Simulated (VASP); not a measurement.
BiSbS4, 6 atoms in the cell. The structure is hexagonal, space group P-6m2 (No. 187). The conventional cell has a = 6.123 Å, b = 6.123 Å, c = 4.830 Å, α = 90.00°, β = 90.00°, γ = 120.00°. Sb (site symmetry -6m2) is surrounded by 6 S at 3.00 Å. Bi (site symmetry -6m2) is surrounded by 3 Sb at 3.53 Å and 15 S at 3.53 to 3.90 Å. S (site symmetry -6m2) is surrounded by 6 S at 2.99 Å. S (site symmetry mm2) is surrounded by 6 S at 2.99 to 3.07 Å and 2 Sb at 3.00 Å. The cell was built by a generator and needn't be a form met in nature.

| Property | Result |
| --- | --- |
| Program | VASP 6.6.1 |
| Task | relaxation of cell and atoms |
| Functional | PBE |
| Potentials or basis | VASP PAW PBE potentials, release 64 (Sb, Bi_d, S) |
| Cutoff | 520 eV |
| k mesh | 3 × 3 × 3 |
| Occupations | gaussian, width 0.15 eV |
| Spin | no spin polarisation |
| Further INCAR settings | PREC = Normal; ALGO = Fast; EDIFF = 0.0001; IBRION = 2; EDIFFG = -0.08; NSW = 24; ISIF = 3 |

Potentials or basis: VASP PAW PBE potentials, release 64 (Sb, Bi_d, S).

Command:

```sh
$ cat potpaw_PBE.64/Sb/POTCAR potpaw_PBE.64/Bi_d/POTCAR potpaw_PBE.64/S/POTCAR > POTCAR
$ mpirun -np 2 vasp_std > vasp.out
```

Hardware: 2 MPI ranks on AMD EPYC 7R43 64-Core Processor (Zen 3), on a shared host.

Task: Estimate the wall time of this run.

Result: Wall time 91 s on 2 MPI ranks on AMD EPYC 7R43 64-Core Processor (Zen 3), with other jobs on the host, peak memory 0.17 GiB a rank. Counts: scf iterations 55, k points 6, ion steps 9.
